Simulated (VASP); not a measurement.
An input for Quantum ESPRESSO's pw.x (written as the equivalent of a VASP run, and not itself run):

```
&CONTROL
  calculation = 'scf'
  pseudo_dir = './pseudo'
  outdir = './out'
  tprnfor = .true.
  tstress = .true.
/
&SYSTEM
  ibrav = 0
  nat = 3
  ntyp = 2
  ecutwfc = 102
  occupations = 'smearing'
  smearing = 'gaussian'
  degauss = 0.003675
  input_dft = 'pbe'
/
&ELECTRONS
  conv_thr = 7.3e-08
  electron_maxstep = 100
/
ATOMIC_SPECIES
  Cd 112.414 Cd.upf
  I 126.904 I.upf
CELL_PARAMETERS angstrom
     2.1200000   -3.6719480    0.0000000
     2.1200000    3.6719480    0.0000000
     0.0000000    0.0000000    6.8600000
ATOMIC_POSITIONS crystal
  Cd   0.0000000  0.0000000  0.0000000
  I    0.3333330  0.6666670  0.2490000
  I    0.6666670  0.3333330  0.7510000
K_POINTS automatic
  6 6 3 0 0 0
```

Translate this input to VASP (INCAR, KPOINTS, POSCAR, choice of POTCAR).

This is not unique; one that fits is 
File POSCAR:
```
CdI2
1
    2.1200000000    -3.6719480000     0.0000000000
    2.1200000000     3.6719480000     0.0000000000
    0.0000000000     0.0000000000     6.8600000000
Cd I
1 2
Direct
  0.0000000000   0.0000000000   0.0000000000
  0.3333330000   0.6666670000   0.2490000000
  0.6666670000   0.3333330000   0.7510000000
```

### INCAR
```
NELM = 100   ! most electronic steps
ALGO = Damped
LREAL = .False.
ISMEAR = 0
LWAVE = .False.
PREC = Accurate
ISIF = 2   ! forces and stress, cell fixed
ENCUT = 400   ! plane-wave cut-off (eV)
LMAXMIX = 4   ! l cut-off of mixed one-centre charges
SYSTEM = CdI2
LASPH = .True.   ! aspherical one-centre terms
LCHARG = .False.
GGA = PE   ! PBE
EDIFF = 1E-6   ! SCF stop (eV)
SIGMA = 0.05
```

### KPOINTS
```
Automatic
0
gamma
  6 6 3
0 0 0
```

POTCAR, in this order: Cd I (PBE.64 set). Program: vasp_std.

The two are equivalent in intent, not identical: the potentials are each code's own (VASP's PAW set, PseudoDojo norm-conserving files in pw.x), so ENCUT and ecutwfc are chosen apart and not converted; conv_thr bounds pw.x's estimated SCF error, while EDIFF bounds the energy change between steps.

The compound is CdI2 in the 1T layered structure. The cell was not relaxed at this level. The run is one of a series of settings (ALGO = Damped against the base run), some of them coarse on purpose.
